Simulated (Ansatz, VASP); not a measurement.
## OsBr: VASP beside Ansatz

```
Os Br
1.0
     3.20943    0.00000    0.00000
     0.00000    3.20943    0.00000
     0.00000    0.00000    3.20943
Os Br
1 1
Cartesian
  0.0000 0.0000 0.0000
  1.6047 1.6047 1.6047
```

Alike in both runs: functional PBE; k mesh 6 × 6 × 6; occupations gaussian, width 0.1 eV; collinear spin.

Ansatz relaxed the structure, and its values are those at the end. VASP's run is a single point on that final structure, the one shown.

|  | VASP | Ansatz |
| --- | --- | --- |
| version | VASP 6.6.1 | Ansatz 0.2.0 |
| potentials or method | VASP PAW PBE potentials, release 64 (Os, Br) | scalar-relativistic, plane waves, PAW |
| plane-wave cutoff (eV) | 520 | 420 |
| valence electrons in the cell | 15 | 23 |

Ansatz gave:

- gap on the k mesh at the Fermi level (eV): none
- pressure (GPa): 0.0
- net moment per atom (μB): 0.00

Which values does VASP return?

gap on the k mesh at the Fermi level (eV): none; pressure (GPa): 0.3; net moment per atom (μB): 0.00.

A gap of «none» marks a metal or a gap that the smearing closes. The two sets of potentials don't hold the same shells in valence. Ansatz warned: «seeded_moment_not_kept».

The runs have no spin-orbit coupling, so splittings on Os are missing.
